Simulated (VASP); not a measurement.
Wanted: the native input for a VASP 6.6.1 run.

| Property | Result |
| --- | --- |
| Task | single point |
| Functional | LDA |
| Potentials or basis | VASP PAW LDA potentials, release 54 (Si, Be) |
| Cutoff | 520 eV |
| k mesh | 9 × 9 × 9 |
| Occupations | gaussian, width 0.05 eV |
| Spin | no spin polarisation |
| Further INCAR settings | ALGO = Normal; EDIFF = 1e-07; NBANDS = 11 |

The structure of Be2Si lies in POSCAR:

```
Be2Si
3.7335
    0.000000000000      0.707111289675      0.707111289675
    0.707111289675      0.000000000000      0.707111289675
    0.707111289675      0.707111289675      0.000000000000
Si Be
1 2
Direct
    0.0000000000      0.0000000000      0.0000000000
    0.2500000000      0.2500000000      0.2500000000
    0.7500000000      0.7500000000      0.7500000000
```

The cell comes from a database or a generator and needn't be the stable form of this composition.

These files were run (other wordings do the same):

INCAR

```
SYSTEM = Be2Si
ALGO = Normal ; EDIFF = 1E-7
ENCUT = 520 ; GGA = CA
ISIF = 2 ; ISMEAR = 0
LASPH = .True. ; LCHARG = .False.
LREAL = .False. ; LWAVE = .False.
NBANDS = 11 ; NELM = 60
PREC = Accurate ; SIGMA = 0.05
```

KPOINTS

```
k-points
0
Gamma
  9 9 9
  0 0 0
```

Potentials or basis: VASP PAW LDA potentials, release 54 (Si, Be).

Launch:

```bash
$ cat potpaw_LDA.54/Si/POTCAR potpaw_LDA.54/Be/POTCAR > POTCAR
$ mpirun -np 1 vasp_std > vasp.out
```

Results of the run:

```json
{
 "Pressure": "-3.6 GPa",
 "Band gap on the k mesh": "none (metal or under the smearing width)"
}
```

It took 5.4 s on 1 thread of Intel(R) Xeon(R) 6975P-C (Granite Rapids), on a shared host, peak memory 0.13 GiB.
